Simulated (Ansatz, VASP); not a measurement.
**Cross-check of Sb (Antimony) between VASP and Ansatz**

Aim: how closely do two programs agree when they are given the same cell, functional and k mesh? Of the first pair: The two relaxations start from unlike cells of this crystal (the structure described is Ansatz's start), so only their ends are compared.

Main program and level: Ansatz 0.2.0; plane waves, with VASP 6.6.1 beside it; PBE with D4 and BLYP with D3(BJ).

### 1. Set-up

It takes space group R-3m (No. 166, trigonal). Conventional cell: a = 4.308 Å, b = 4.308 Å, c = 11.274 Å, α = 90.00°, β = 90.00°, γ = 120.00°. Nearest to Sb lie 3 Sb at 2.91 Å.

### 2. VASP: relaxation of cell and atoms, PBE with D4

The relaxed volume is the usual yardstick between codes: in a stiff, nearly cubic crystal its relative difference is about their pressure difference at one cell divided by the bulk modulus.

Lines of VASP's logs that name or quote its potential files are left out, and so is its time.

The input, INCAR:

```
SYSTEM = Sb
PREC = Accurate
ENCUT = 500
EDIFF = 1E-07
NELM = 120
ISMEAR = 0
SIGMA = 0.1
LREAL = .FALSE.
ALGO = Normal
GGA = PE
IVDW = 13
NBANDS = 11
LORBIT = 11
LWAVE = .FALSE.
LCHARG = .FALSE.
ISIF = 3
IBRION = 2
NSW = 80
EDIFFG = -0.005
LASPH = .TRUE.
GGA_COMPAT = .FALSE.
NELMIN = 4
KPAR = 2
```

The input, POSCAR:

```
Sb
1.0
    2.1616244217      1.2480144923      3.6684755016
   -2.1616244217      1.2480144923      3.6684755016
    0.0000000000     -2.4960289847      3.6684755016
Sb
2
Direct
    0.2367700188      0.2367700188      0.2367700188
    0.7632299812      0.7632299812      0.7632299812
```

The input, KPOINTS:

```
Automatic mesh
0
Gamma
12 12 12
0 0 0
```

The projector-augmented-wave data sets are Sb (PBE family, release 64).

On the command line:

```console
mpirun -np 2 vasp_std
```

Numbers of over 12 decimals in the logs are rounded to 6 here.

The log of the run:

```text
[banner, memory and clock lines left out]
running    2 mpi-ranks, on    1 nodes
 distrk:  each k-point on    1 cores,    2 groups
 distr:  one band on    1 cores,    1 groups

 POSCAR found type information on POSCAR Sb
 POSCAR found :  1 types and       2 ions
 LDA part: xc-table for (Slater+PW92), standard interpolation
 POSCAR, INCAR and KPOINTS ok, starting setup
 FFT: planning ... GRIDC
 FFT: planning ... GRID_SOFT
 FFT: planning ... GRID
 WAVECAR not read
 entering main loop
       N       E                     dE             d eps       ncg     rms          rms(c)
DAV:   1     0.356135453450E+02    0.35614E+02   -0.35403E+03  4158   0.692E+02
DAV:   2    -0.633822906260E+01   -0.41952E+02   -0.40660E+02  5535   0.114E+02
DAV:   3    -0.822513116606E+01   -0.18869E+01   -0.18704E+01  5093   0.269E+01
DAV:   4    -0.824162546695E+01   -0.16494E-01   -0.16490E-01  4653   0.298E+00
DAV:   5    -0.824181781976E+01   -0.19235E-03   -0.19235E-03  4841   0.360E-01    0.299E+00
DAV:   6    -0.824219497824E+01   -0.37716E-03   -0.20394E-03  4712   0.336E-01    0.181E+00
DAV:   7    -0.824266954827E+01   -0.47457E-03   -0.49581E-03  4512   0.515E-01    0.827E-02
DAV:   8    -0.824278658323E+01   -0.11703E-03   -0.14895E-04  4840   0.805E-02    0.225E-02
DAV:   9    -0.824280952675E+01   -0.22944E-04   -0.33421E-05  4521   0.379E-02    0.395E-03
DAV:  10    -0.824281042115E+01   -0.89440E-06   -0.31045E-06  4896   0.102E-02    0.125E-03
DAV:  11    -0.824281052275E+01   -0.10160E-06   -0.31701E-07  4617   0.378E-03    0.890E-04
DAV:  12    -0.824281078602E+01   -0.26327E-06   -0.35427E-08  2776   0.113E-03    0.199E-04
DAV:  13    -0.824281078645E+01   -0.43326E-09   -0.62686E-09  2283   0.570E-04
   1 F= -.92806180E+01 E0= -.92802356E+01  d E =-.928062E+01
[...]
2 F= -.92806149E+01 E0= -.92802359E+01  d E =0.310960E-05
[...]
3 F= -.92806150E+01 E0= -.92802358E+01  d E =0.301900E-05
 curvature:  -0.48 expect dE=-0.193E-05 dE for cont linesearch -0.315E-09
 trial: gam= 0.45528 g(F)=  0.304E-05 g(S)=  0.100E-05 ort =-0.771E-07 (trialstep = 0.991E+00)
 search vector abs. value=  0.584E-05
 bond charge predicted
       N       E                     dE             d eps       ncg     rms          rms(c)
DAV:   1    -0.824356620734E+01   -0.68716E-04   -0.94751E-05  4326   0.516E-02    0.254E-03
DAV:   2    -0.824356646624E+01   -0.25890E-06   -0.25698E-06  4701   0.116E-02    0.123E-03
DAV:   3    -0.824356646707E+01   -0.83406E-09   -0.76003E-08  2724   0.180E-03    0.443E-04
DAV:   4    -0.824356648882E+01   -0.21753E-07   -0.23668E-08  2133   0.934E-04
   4 F= -.92806176E+01 E0= -.92802416E+01  d E =-.262573E-05
 trial-energy change:   -0.000003  1 .order   -0.000003   -0.000004   -0.000002
 step:   1.9642(harm=  1.9642)  dis= 0.00073  next Energy=    -9.280619 (dE=-0.393E-05)
 reached required accuracy - stopping structural energy minimisation
```

From OUTCAR (step 2):

```text
ion  position               nearest neighbor table
   1  0.237  0.237  0.237-   2 2.93   2 2.93   2 2.93   2 3.28   2 3.28   2 3.28
   2  0.763  0.763  0.763-   1 2.93   1 2.93   1 2.93   1 3.28   1 3.28   1 3.28

  LATTYP: Found a trigonal (rhomboedric) cell.
 ALAT       =     4.4371018491
 COS(alpha) =     0.5253300931

 Subroutine GETGRP returns: Found 12 space group operations
 (whereof 12 operations were pure point group operations)

The static configuration has the point symmetry D_3d.

 Found    189 irreducible k-points:

   k-points           NKPTS =    189   k-points in BZ     NKDIM =    189   number of bands    NBANDS=     11

   dimension x,y,z NGX =    32 NGY =   32 NGZ =   32
   dimension x,y,z NGXF=    64 NGYF=   64 NGZF=   64

   ENCUT  =  500.0 eV  36.75 Ry    6.06 a.u.   8.09  8.09  8.09*2*pi/ulx,y,z

   NELECT =      10.0000    total number of electrons

 k-points in reciprocal lattice and weights: Automatic mesh
   0.00000000  0.00000000  0.00000000       0.001
   0.08333333  0.00000000  0.00000000       0.003
   0.16666667  0.00000000  0.00000000       0.003
   0.25000000  0.00000000  0.00000000       0.003
   0.33333333  0.00000000  0.00000000       0.003
   0.41666667  0.00000000  0.00000000       0.003
   0.50000000  0.00000000  0.00000000       0.002
   0.08333333  0.08333333  0.00000000       0.003
   0.16666667  0.08333333  0.00000000       0.007
[...]
-0.41666667  0.50000000  0.41666667       0.003
   0.50000000  0.50000000  0.50000000       0.001

 average (electrostatic) potential at core
       1 -85.6909       2 -85.6909

 E-fermi :   7.3950

 k-point     1 :       0.0000    0.0000    0.0000
  band No.  band energies     occupation
      1      -5.3048      2.00000
      2       2.7685      2.00000
      3       5.4789      2.00000
      4       5.6145      2.00000
      5       5.6145      2.00000
      6       9.8408      0.00000
      7      10.2938      0.00000
      8      10.2938      0.00000
      9      12.3628      0.00000
     10      12.3628      0.00000
    ...

 k-point     2 :       0.0833    0.0000    0.0000
  band No.  band energies     occupation
      1      -5.2277      2.00000
      2       2.3811      2.00000
      3       5.5019      2.00000
      4       5.6081      2.00000
      5       5.8107      2.00000
      6       9.7325      0.00000
      7      10.0560      0.00000
      8      10.0691      0.00000
      9      12.0993      0.00000
     10      12.4028      0.00000
    ...

 k-point     3 :       0.1667    0.0000    0.0000
  band No.  band energies     occupation
      1      -4.9970      2.00000
      2       1.5023      2.00000
      3       5.5277      2.00000
      4       5.5983      2.00000
      5       6.1888      2.00000
      6       9.3335      0.00000
      7       9.4771      0.00000
      8       9.5297      0.00000
      9      11.9877      0.00000
     10      12.5320      0.00000
    ...

  DFT-D4 for vdW energy calculation

  Edisp (eV):   -1.03705

  Total      -0.00297    -0.00297     0.00075     0.00000    -0.00000     0.00000
  in kB      -0.08004    -0.08004     0.02013     0.00000    -0.00000     0.00000
  external pressure =       -0.05 kB  Pullay stress =        0.00 kB

  energy-cutoff  :      500.00
  volume of cell :       59.42
      direct lattice vectors                 reciprocal lattice vectors
     2.162151413  1.248318751  3.669434973     0.231251150  0.133512908  0.090840507
    -2.162151413  1.248318751  3.669434973    -0.231251150  0.133512908  0.090840507
     0.000000000 -2.496637502  3.669434973     0.000000000 -0.267025816  0.090840507

 POSITION                                       TOTAL-FORCE (eV/Angst)
 -----------------------------------------------------------------------------------
      0.00000     -0.00000      2.60586        -0.000000      0.000000     -0.002674
      0.00000     -0.00000      8.40245         0.000000     -0.000000      0.002674
 -----------------------------------------------------------------------------------
    total drift:                               -0.000000     -0.000000     -0.000000

  FREE ENERGIE OF THE ION-ELECTRON SYSTEM (eV)
  ---------------------------------------------------
  free  energy   TOTEN  =        -9.2806175862 eV

  energy  without entropy=       -9.2798656910  energy(sigma->0) =       -9.28024164

 reached required accuracy - stopping structural energy minimisation

 total charge
# of ion       s       p       d       tot
------------------------------------------
    1        1.213   1.147   0.037   2.397
    2        1.213   1.147   0.037   2.397
--------------------------------------------------
tot          2.427   2.293   0.074   4.794

[... 3 further parts left out ...]
```

### 3. Ansatz: relaxation of cell and atoms, PBE with D4

Ansatz runs on its default PAW (the set named soft_2) files.

Its own start cell and the same functional, mesh and smearing now go to Ansatz, which takes its cutoff from its data sets.

The input, input.yaml:

```yaml
crystal:
  lattice:
    - [2.1542, 1.2437279499, 3.758]
    - [-2.1542, 1.2437279499, 3.758]
    - [0.0, -2.4874558998, 3.758]
  atoms:
    - { symbol: Sb, position: [0.23349, 0.23349, 0.23349] }
    - { symbol: Sb, position: [0.76651, 0.76651, 0.76651] }
kpoints:
  mp_grid: { grid: [12, 12, 12] }
hamiltonian:
  xc: pbe
  dispersion: d4
scf:
  occupations: { method: gaussian, width: 0.1 }
output:
  forces: true
  stress: true
  eigenvalues: true
  write_density: true
  write_potential: true
  elf: true
  volumetric_format: npy
relax:
  adjacent_minimum: "off"
  f_tol: 0.005
  max_steps: 60
  cell: { stress_tol: 0.03 }
```

On the command line:

```console
ansatz run input.yaml --threads 4 --pin off --max-ram 8192MiB --backend cpu --events-out ev --progress --plain --runs-dir out
```

The log of the run:

```text
Engine: ansatz 0.2.0, aarch64-unknown-linux-gnu
Pseudopotentials: kind: paw
Pseudopotential: Sb, paw, valence charge 15, recommended cutoff 420 eV (normal), Sb.paw.azcp
Functional definition: PBE
  parameter kappa = 0.804
  parameter beta = 0.066725
  exchange = pbe_x(kappa = kappa, mu = beta*pi^2/3)
  correlation = pbe_c(beta = beta)
Crystal: 2 atoms, lattice volume = 60.411 Å³
Basis set: ecut = 420 eV, 1195 PW (Γ), exchange–correlation on 64×64×64 points (8 copies of the dense FFT grid, shifted against one another)
Bands: 19, of which v1, the nominal top of the filled ones, is band 15 counted from 1 (14 counted from 0)
Symmetry: 12 space group operations
Space group: R-3m (ITA 166), of the structure as read, at distance tolerance 3.9e-5 Å
k-points: 189 of 1728
Non-local potential: Sb, projectors of the file, l = 0: 2, l = 1: 2, l = 2: 2, l = 3: 2
PAW form: soft (Blöchl's): semilocal exchange-correlation on the pseudo side does not see the compensation charge
PAW one-centre angular grid: Sb, 590 points (default); XC on 64 Gauss nodes
Initial density: superposition of atomic densities (neutral atoms: chi_scale 0, normalization atom), corrected by the library's trained network
Initial wavefunctions: pseudopotential atomic-orbital guess
Functional: x = pbe(κ = 0.804, μ = 0.219515), c = pbe(β = 0.066725)
SCF iter   1: F=—  HF=-12969.976623 eV  |F-HF|=—  |Δ(HF+E_count)|=         —  Δρ=1.79e-3  dr2=2.24e-3  ethr=1.77e-3  ⟨swp⟩=6.0  Hψ=18147  notcnv=0
preconditioner: auto → none  [insulator: Δε(μ)=0.130 eV  Ē_g=8.670 eV  σ=0.100 eV  W_gap=0.61  n_scr=14 (ndim 8)  ℏωp=15.1 eV  f_vac=0.002  D(μ)=0.12/eV (n_scr^D=0)  ε∞_Penn≈4.0]
SCF iter   2: F=—  HF=-12969.975026 eV  |F-HF|=—  |Δ(HF+E_count)|=   1.60e-3  Δρ=8.33e-4  dr2=2.66e-4  ethr=7.47e-6  ⟨swp⟩=2.0  Hψ=7973  notcnv=0
SCF iter   3: F=—  HF=-12969.975052 eV  |F-HF|=—  |Δ(HF+E_count)|=   2.60e-5  Δρ=3.97e-4  dr2=5.08e-5  ethr=8.87e-7  ⟨swp⟩=2.9  Hψ=6518  notcnv=0
SCF iter   4: F=—  HF=-12969.975098 eV  |F-HF|=—  |Δ(HF+E_count)|=   4.53e-5  Δρ=8.51e-5  dr2=2.51e-6  ethr=1.69e-7  ⟨swp⟩=2.0  Hψ=4553  notcnv=0
SCF iter   5: F=—  HF=-12969.975099 eV  |F-HF|=—  |Δ(HF+E_count)|=   1.46e-6  Δρ=1.95e-5  dr2=2.55e-7  ethr=8.37e-9  ⟨swp⟩=2.6  Hψ=5779  notcnv=0
SCF iter   6: F=-12969.975099 eV  HF=-12969.975099 eV  |F-HF|=2.91e-9  |Δ(HF+E_count)|=  4.47e-10  Δρ=3.85e-6  dr2=5.68e-9  ethr=3.33e-10  ⟨swp⟩=10.1  Hψ=25504  notcnv=0
SCF 1 converged in 6 iterations: F = -12969.975099 eV  dr2 = 5.68e-9
  greatest PAW one-centre occupation: 0.996 electrons in one spin orbital (limit 2), on the Sb atom at site 1 (counted from 0), in its partial waves of l = 2
relax step   1: F+E_penalty+E_count = -12969.97509912 eV  Δ(F+E_penalty+E_count) = +0.000e0 eV  max|allowed force component| = 1.909e-1 eV/Å  Δτ_max = 0.0000 Å  P = +0.076 GPa  Ω = 60.411 Å³  (6 SCF iters, dr2 threshold 1.00e-7 eV, accepted)
[...]
relax step   2: F+E_penalty+E_count = -12969.97956596 eV  Δ(F+E_penalty+E_count) = -4.467e-3 eV  max|allowed force component| = 9.638e-2 eV/Å  Δτ_max = 0.0341 Å  P = -0.524 GPa  Ω = 60.074 Å³  energy of the carried Pulay correction = +7.064e-5 eV  (6 SCF iters, dr2 threshold 2.00e-7 eV, accepted)
[...]
relax step   3: F+E_penalty+E_count = -12969.98213311 eV  Δ(F+E_penalty+E_count) = -2.567e-3 eV  max|allowed force component| = 1.778e-2 eV/Å  Δτ_max = 0.0039 Å  P = -0.096 GPa  Ω = 59.665 Å³  energy of the carried Pulay correction = +1.566e-4 eV  (4 SCF iters, dr2 threshold 2.00e-7 eV, accepted)
[...]
relax step   4: F+E_penalty+E_count = -12969.98243542 eV  Δ(F+E_penalty+E_count) = -3.023e-4 eV  max|allowed force component| = 4.073e-3 eV/Å  Δτ_max = 0.0001 Å  P = +0.002 GPa  Ω = 59.520 Å³  energy of the carried Pulay correction = +1.873e-4 eV  (4 SCF iters, dr2 threshold 1.97e-7 eV, accepted)
[...]
relax step   5: F+E_penalty+E_count = -12969.98224274 eV  Δ(F+E_penalty+E_count) = +1.927e-4 eV  max|allowed force component| = 4.113e-3 eV/Å  Δτ_max = 0.0000 Å  P = +0.003 GPa  Ω = 59.520 Å³  stress off target by 1.62e-2 GPa  SCF on the basis re-selected at this cell (its energy is not comparable with the rows above)  (7 SCF iters)
basis re-selected at this cell: Δ(F+E_penalty+E_count) = +1.927e-4 eV, ΔP = +0.001 GPa vs the last step (what re-selecting the basis moved, of the pressure what is left beyond the Pulay correction that the steps carried, after the strain that the cell walked since its last selection, with what the two solves' SCF thresholds leave and, on support functions, any second-order correction that the steps lacked; it is no measure of the basis error at this ecutwfc). The dense FFT grid was sized anew with the basis: this SCF ran on 30×30×30 points, the steps before it on 32×32×32, so part of this shift can come from that change (see relax.cell in the input reference). [rest of the remark cut]
SCF converged after 7 iterations
Free energy (F): -12969.982243 eV
Harris-Foulkes:  -12969.982243 eV  (|F-HF|=1.09e-11)
Internal energy: -12969.981575 eV  (E = F + TS)
E sigma→0 (E₀):  -12969.981909 eV
Entropy (-TS):   -0.000667 eV (-0.334 meV/atom)
Fermi energy:    10.233108 eV
--- Per-component energies (eV) ---
  E_band       = -332.485516
  E_kinetic    = 414.242668
  E_local      = -3159.605338  (includes V_loc(G=0)·N_el)
  E_nonlocal   = 724.398114
  E_hartree    = 1434.959893
  E_xc         = -277.117523
  E_vxc        = -192.807275  (∫ρ·V_xc dr)
  E_paw        = -9150.590222  (= ΣΔE_a)
  E_vpaw       = -988.633507  (= ΣTr[D̂ρ^β])
  E_aug_tail   = -0.000003  (compensation charges beyond the density's cutoff)
  E_ewald      = -2955.233272
  E_disp       = -1.035891  (pairwise vdW)
  E_smearing   = -0.000667  (= −TS)
  E_closure    = 0.000000  (closes the sum)
  Σ components = -12969.982243   (vs F -12969.982243, Δ=0.00e0)
--- Forces (eV/Å), atoms counted from 1 ---
  atom   1  Sb     0.00000000    -0.00000000     0.00411282
  atom   2  Sb    -0.00000000     0.00000000    -0.00411282
  max |Σ_I F_I| component: 4.63e-18 eV/Å
--- Stress (GPa, compression-positive) ---
       -0.002888       0.000000      -0.000000
        0.000000      -0.002888       0.000000
       -0.000000       0.000000       0.016187
  P = ⅓ Tr σ = 0.0035 GPa (0.035 kbar)
--- Band table (eV; the first three rows and the last of 189) ---
  k-point 0: bands = [... 11 lower, 5.5698, 8.3032, 8.4471, 8.4471, 12.6408, 13.1089, 13.1089, 15.2695]
  k-point 1: bands = [... 11 lower, 5.1890, 8.3266, 8.4394, 8.6341, 12.5418, 12.8774, 12.8847, 14.9838]
  k-point 2: bands = [... 11 lower, 4.3197, 8.3498, 8.4258, 9.0013, 12.1594, 12.3095, 12.3483, 14.8541]
  k-point 188: bands = [... 11 lower, 1.1051, 9.0168, 9.0168, 9.8482, 10.2133, 10.2133, 11.1920, 17.6496]
--- Relaxed structure (4 steps of the walk, 4 accepted, 1 SCFs on fresh bases) ---
  F+E_penalty+E_count = -12969.98224274 eV   max|allowed force component| = 4.113e-3 eV/Å   (the final SCF, on the basis selected at the relaxed cell)
  cell:  # Å, volume = 59.5199 Å³
    - [2.161399, 1.247885, 3.677913]
    - [-2.161399, 1.247885, 3.677913]
    - [0, -2.495769, 3.677913]
  atoms:
    - { symbol: Sb, position: [0.236175, 0.236175, 0.236175] }
    - { symbol: Sb, position: [0.763825, 0.763825, 0.763825] }
```

In the SCF lines HF is the Harris–Foulkes energy and dr2 the Hartree energy of the density residual, in eV; the loop may stop once dr2 is under the threshold and the program's other checks hold. Hψ counts applications of the Hamiltonian.

### 4. Comparison

Known differences besides the potentials themselves: the data sets hold 30 valence electrons in Ansatz (on its default PAW (the set named soft_2) files) and 10 in VASP; the cutoff is 420 eV in Ansatz and 500 eV in VASP; Ansatz adds a Pulay correction to the stress that steers its cell, VASP none. Total energies have different zeros and are not compared.

The two programs side by side:

| quantity | Ansatz | VASP | difference |
| --- | --- | --- | --- |
| volume (Å³) | 59.52 | 59.42 | +0.16 % |
| edge a after relaxation, in the typed setting (Å) | 4.445 | 4.438 | +0.15 % |

(Part 1 of 2 ends here.)

[Lines on the potential files, build, host, timing and source positions are cut from VASP's logs without a mark.]

[Logs are printed without paths, hosts, clocks, repeated set-up lines and the standing remarks that a program may print on its own settings, such as how far it seeks lower states.]

[Hosts, paths, dates, database ids (printed as entryN), source tags and the programs' standing remarks are cut or masked in the printed files.]
